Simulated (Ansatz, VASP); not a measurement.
# TePtSe: VASP beside Ansatz, part 2 of 2

Wanted: the spread between two codes on one cell, functional and k mesh. Of the first pair: The structure shown is the end of the Ansatz relaxation below.

VASP 6.6.1 and Ansatz 0.2.0.

So far. Step 3 (VASP: single point, PBEsol, relaxed cell, pair 1): The run ends at a pressure of -0.01 GPa, with forces up to 0.0080 eV/Å.

### 4. Comparison

Known differences besides the potentials themselves: fixed occupations in Ansatz, narrow Gaussian smearing in VASP; Ansatz cuts the interaction across the vacuum, VASP repeats the sheet with a dipole correction (LDIPOL); the data sets hold 50 valence electrons in Ansatz (on its PAW soft_1 files) and 22 in VASP; the cutoff is 420 eV in Ansatz and 400 eV in VASP; Ansatz makes its cores anew for this functional, VASP keeps those of its PBE data sets. Total energies have different zeros and are not compared.

Both answers:

```
              quantity  Ansatz   VASP  difference
gap on the k mesh (eV)   1.023  1.018      +0.005
```

The largest component of a force difference here is 8 meV/Å. A gap on the mesh is an upper bound, since the band edges may lie between its points; neither run holds spin-orbit coupling, which can move the band edges of a compound of Pt. Where the cell holds vacuum, a pressure given here is an average over it and none of the material.

### 5. Ansatz: relaxation, PBEsol

The two programs are compared at the cell with which this relaxation starts, whose forces are those of its first step.

The structure compared here is the start of the Ansatz relaxation; VASP solves that cell, so the two are compared at the walk's first step.

input.yaml reads:

```yaml
crystal:
  lattice:
    - [3.8443121682, 0.0, 0.0]
    - [-1.9221560841, 3.3292719977, 0.0]
    - [0.0, 0.0, 30.0]
  atoms:
    - { symbol: Pt, position: [0.0, 0.0, 0.3336032442] }
    - { symbol: Se, position: [0.3333333333, 0.6666666667, 0.3759298565] }
    - { symbol: Te, position: [0.6666666667, 0.3333333333, 0.2871335659] }
  periodic: [true, true, false]
kpoints:
  mp_grid: { grid: [9, 9, 1] }
hamiltonian:
  xc: pbesol
  pseudopotentials: { kind: paw, azcp: { folder: soft_1 }, xc_functional: pbe }
scf:
  occupations: { method: gaussian, width: 0.02 }
output:
  forces: true
  stress: true
  eigenvalues: true
  write_density: true
  write_potential: true
  elf: true
  volumetric_format: npy
relax:
  adjacent_minimum: "off"
  f_tol: 0.005
  max_steps: 80
  cell: { stress_2d_tol: 0.02 }
```

The run is started by

```
ansatz run input.yaml --threads 4 --pin off --max-ram 16384MiB --backend cpu --events-out ev --progress --plain --runs-dir out
```

Numbers of over 12 decimals in the logs are rounded to 6 here.

Output:

```text
[...]
Crystal: 3 atoms, lattice volume = 383.963 Å³
Basis set: ecut = 420 eV, 7493 PW (Γ), exchange–correlation on 54×54×432 points (8 copies of the dense FFT grid, shifted against one another)
Bands: 30, of which v1, the nominal top of the filled ones, is band 25 counted from 1 (24 counted from 0)
Symmetry: 6 space group operations
[...]
k-points: 12 of 81 (time reversal used)
[...]
° read free of the cell's end (the report's vacuum.weakly_bound_levels)
--- Relaxed structure (4 steps of the walk, 3 accepted, 1 SCFs on fresh bases) ---
[...]
cell:  # Å, volume = 383.2468 Å³
    - [3.840726, 0.0, 0]
    - [-1.920363, 3.326166, 0]
    - [0, 0, 30.0]
  atoms:
    - { symbol: Pt, position: [0, 0, 0.333606] }
    - { symbol: Se, position: [0.333333, 0.666667, 0.376049] }
    - { symbol: Te, position: [0.666667, 0.333333, 0.287012] }
[key lines of the parts left out:]
SCF converged after 8 iterations
Free energy (F): -24712.143150 eV
Fermi energy:    -4.730393 eV
P = ½ c Tr σ = -0.0083 N/m
```

### 6. VASP: single point, PBEsol, start cell, pair 2

The same cell, functional, mesh and smearing now go to VASP, with its own data sets.

INCAR reads:

```
SYSTEM = TePtSe
PREC = Accurate
ENCUT = 400
EDIFF = 1E-06
NELM = 120
ISMEAR = 0
SIGMA = 0.02
LREAL = .FALSE.
ALGO = Normal
GGA = PS
NBANDS = 17
LASPH = .TRUE.
LORBIT = 11
LWAVE = .FALSE.
LCHARG = .FALSE.
ISIF = 2
LDIPOL = .TRUE.
IDIPOL = 3
DIPOL = 0.5 0.5 0.332
LVHAR = .TRUE.
GGA_COMPAT = .FALSE.
EFERMI = MIDGAP
NELMDL = -8
KPAR = 2
```

POSCAR reads:

```
TePtSe
1.0
    3.8443120000      0.0000000000      0.0000000000
   -1.9221560000      3.3292720000      0.0000000000
    0.0000000000      0.0000000000     30.0000000000
Pt Se Te
1 1 1
Direct
    0.0000000000      0.0000000000      0.3336032333
    0.3333333333      0.6666666667      0.3759298667
    0.6666666667      0.3333333333      0.2871335667
```

KPOINTS reads:

```
Automatic mesh
0
Gamma
9 9 1
0 0 0
```

The projector-augmented-wave data sets are Pt, Se and Te (PBE family, release 64).

The run is started by

```
mpirun -np 2 vasp_std
```

Output:

```text
[banner, memory and clock lines left out]
running    2 mpi-ranks, on    1 nodes
[...]
[... a notice as in an earlier step ...]

 LDA part: xc-table for (Slater+PW92), standard interpolation
 POSCAR, INCAR and KPOINTS ok, starting setup
[...]
entering main loop
       N       E                     dE             d eps       ncg     rms          rms(c)
DAV:   1     0.156460854270E+03    0.15646E+03   -0.57180E+03   408   0.722E+02
DAV:   2     0.134602330087E+01   -0.15511E+03   -0.14823E+03   675   0.145E+02
DAV:   3    -0.158099168501E+02   -0.17156E+02   -0.17065E+02   504   0.618E+01
DAV:   4    -0.160843350863E+02   -0.27442E+00   -0.27393E+00   559   0.947E+00
[...]
DAV:  23    -0.152955444118E+02   -0.58656E-05   -0.26702E-07   424   0.257E-03    0.855E-04
DAV:  24    -0.152955471657E+02   -0.27539E-05   -0.53730E-08   439   0.867E-04    0.154E-03
DAV:  25    -0.152955480477E+02   -0.88204E-06   -0.21381E-08   435   0.919E-04
   1 F= -.15295548E+02 E0= -.15295548E+02  d E =0.000000E+00
```

From OUTCAR (step 6):

```text
  Total       -0.0511677     -0.0511677      0.0260522      0.0000000      0.0000000      0.0000000
  in kB       -0.2135096     -0.2135096      0.1087092      0.0000000      0.0000000      0.0000000
  external PRESSURE =      -0.1061033 kB  Pullay stress =       0.0000000 kB

 POSITION                                       TOTAL-FORCE (eV/Angst)
 -----------------------------------------------------------------------------------
      0.00000      0.00000     10.00810         0.000000      0.000000     -0.008441
     -0.00000      2.21951     11.27790        -0.000000      0.000000      0.022626
      1.92216      1.10976      8.61401        -0.000000     -0.000000     -0.014185
 -----------------------------------------------------------------------------------
    total drift:                                0.000000     -0.000001     -0.000514

  FREE ENERGIE OF THE ION-ELECTRON SYSTEM (eV)
  ---------------------------------------------------
  free  energy   TOTEN  =       -15.2955480477 eV

  energy  without entropy=      -15.2955480477  energy(sigma->0) =      -15.29554805

[... 1 part as in an earlier step ...]

[... 2 further parts left out ...]
[key lines of the parts left out:]
E-fermi :  -2.6326
```

The run ends at a pressure of -0.01 GPa, with forces up to 0.023 eV/Å.

### 7. Comparison

What differs besides the data sets and the points named for the pairs above, as far as they apply: the data sets hold 50 valence electrons in Ansatz (on its PAW soft_1 files) and 22 in VASP. Total energies have different zeros and are not compared.

The largest component of a force difference here is 8 meV/Å. Where the cell holds vacuum, a pressure given here is an average over it and none of the material.

### 8. Ansatz: relaxation, PBEsol

This run makes the geometry at which the two programs are then compared.

The structure compared here is the end of the Ansatz relaxation.

This is the run of step 5 again, met here at its other cell.

### 9. VASP: single point, PBEsol, relaxed cell, pair 3

The same cell, functional, mesh and smearing now go to VASP, with its own data sets.

INCAR is that of step 6.

POSCAR reads:

```
TePtSe
1.0
    3.8407261054      0.0000000000      0.0000000000
   -1.9203630527      3.3261663763      0.0000000000
    0.0000000000      0.0000000000     30.0000000000
Pt Se Te
1 1 1
Direct
    0.0000000000      0.0000000000      0.3336055549
    0.3333333333      0.6666666667      0.3760494036
    0.6666666667      0.3333333333      0.2870117081
```

KPOINTS is that of step 6.

The run is started by

```
mpirun -np 2 vasp_std
```

Output:

```text
[... set-up lines as in an earlier step ...]
 entering main loop
       N       E                     dE             d eps       ncg     rms          rms(c)
DAV:   1     0.156843814686E+03    0.15684E+03   -0.57477E+03   408   0.722E+02
DAV:   2     0.179763045680E+01   -0.15505E+03   -0.14633E+03   706   0.145E+02
DAV:   3    -0.158295201092E+02   -0.17627E+02   -0.17532E+02   523   0.628E+01
DAV:   4    -0.160870643996E+02   -0.25754E+00   -0.25734E+00   566   0.932E+00
[...]
DAV:  25    -0.152956437506E+02   -0.11185E-05   -0.27552E-08   434   0.959E-04    0.473E-04
DAV:  26    -0.152956450086E+02   -0.12579E-05   -0.23549E-08   432   0.667E-04    0.263E-04
DAV:  27    -0.152956453418E+02   -0.33320E-06   -0.57061E-09   442   0.315E-04
   1 F= -.15295645E+02 E0= -.15295645E+02  d E =0.000000E+00
```

Parts of OUTCAR (step 9):

```text
  Total       -0.0254481     -0.0254481     -0.0218114      0.0000000      0.0000000      0.0000000
  in kB       -0.1063868     -0.1063868     -0.0911832      0.0000000      0.0000000      0.0000000
  external PRESSURE =      -0.1013189 kB  Pullay stress =       0.0000000 kB

 POSITION                                       TOTAL-FORCE (eV/Angst)
 -----------------------------------------------------------------------------------
      0.00000      0.00000     10.00817         0.000000      0.000000     -0.007023
     -0.00000      2.21744     11.28148        -0.000000      0.000000      0.003771
      1.92036      1.10872      8.61035         0.000000     -0.000000      0.003252
 -----------------------------------------------------------------------------------
    total drift:                                0.000000     -0.000000     -0.000546

  FREE ENERGIE OF THE ION-ELECTRON SYSTEM (eV)
  ---------------------------------------------------
  free  energy   TOTEN  =       -15.2956453418 eV

  energy  without entropy=      -15.2956453418  energy(sigma->0) =      -15.29564534

[... 1 part as in an earlier step ...]

[... 2 further parts left out ...]
[key lines of the parts left out:]
E-fermi :  -2.6216
```

The run ends at a pressure of -0.01 GPa, with forces up to 0.0070 eV/Å.

### 10. Side by side

What differs besides the data sets and the points named for the pairs above, as far as they apply: the data sets hold 50 valence electrons in Ansatz (on its PAW soft_1 files) and 22 in VASP. Total energies have different zeros and are not compared.

Compared:

```
              quantity  Ansatz   VASP  difference
gap on the k mesh (eV)   1.023  1.018      +0.005
```

The largest component of a force difference here is 8 meV/Å. A gap on the mesh is an upper bound, since the band edges may lie between its points; neither run holds spin-orbit coupling, which can move the band edges of a compound of Pt. Where the cell holds vacuum, a pressure given here is an average over it and none of the material.

### 11. What came out

| Item | Value |
| --- | --- |
| difference in gap on the k mesh (single point, PBEsol, relaxed cell, pair 1) | 0.0051 eV |
| r.m.s. force difference (single point, PBEsol, start cell, pair 2) | 3.4 meV/Å |
| difference in gap on the k mesh (single point, PBEsol, relaxed cell, pair 3) | 0.0053 eV |

In words: The r.m.s. force difference is 3.4 meV/Å (single point, PBEsol, start cell, pair 2), within the 12 meV/Å picked in this series as the mark of a large difference. The data sets hold unlike numbers of valence electrons (50 in Ansatz and 22 in VASP), so part of the differences may come from the potentials. How closely two codes agree says nothing of how well the functional describes the real material.

[Lines on the potential files, build, host, timing and source positions are cut from VASP's logs without a mark.]

[Logs are printed without paths, hosts, clocks, repeated set-up lines and the standing remarks that a program may print on its own settings, such as how far it seeks lower states.]

[Hosts, paths, dates, database ids (printed as entryN), source tags and the programs' standing remarks are cut or masked in the printed files.]
